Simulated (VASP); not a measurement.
Given:

```yaml
crystal:
  lattice:
    - [5.87979, 0.00000, 0.00000]
    - [0.00000, 5.87979, 0.00000]
    - [0.00000, 0.00000, 5.87979]
  atoms:
    - { symbol: Cs, position: [0.00000, 0.00000, 0.00000] }
    - { symbol: Pb, position: [0.50000, 0.50000, 0.50000] }
    - { symbol: Br, position: [0.50000, 0.00000, 0.50000] }
    - { symbol: Br, position: [0.00000, 0.50000, 0.50000] }
    - { symbol: Br, position: [0.50000, 0.50000, 0.00000] }
```

Calculation: PBEsol GGA, VASP's PBE PAW potentials (set 64) (plane waves; VASP 6.6.1). Run with 500 eV cut-off, 4×4×4 Γ-centred mesh, Gaussian smearing of 0.050 eV, potentials Cs_sv Pb_d Br.

Unless said otherwise, spin-orbit coupling is left out, though it shifts the bands of the heavy elements here.

Q: What does the run give for the energy per atom (σ→0), band gap (on the k-mesh) with the smallest direct gap where there is one?

A: 
```json
{
  "band gap (on the k-mesh)": "1.44 eV",
  "smallest direct gap (on the k-mesh)": "1.44 eV",
  "energy per atom (σ→0)": "-3.355 eV/atom"
}
```

Total energies compare only between runs with the same potentials, cut-off and functional.

The compound is CsPbBr3 in the cubic perovskite structure, the ideal cubic form; the compound distorts at low or room temperature. It was relaxed first.
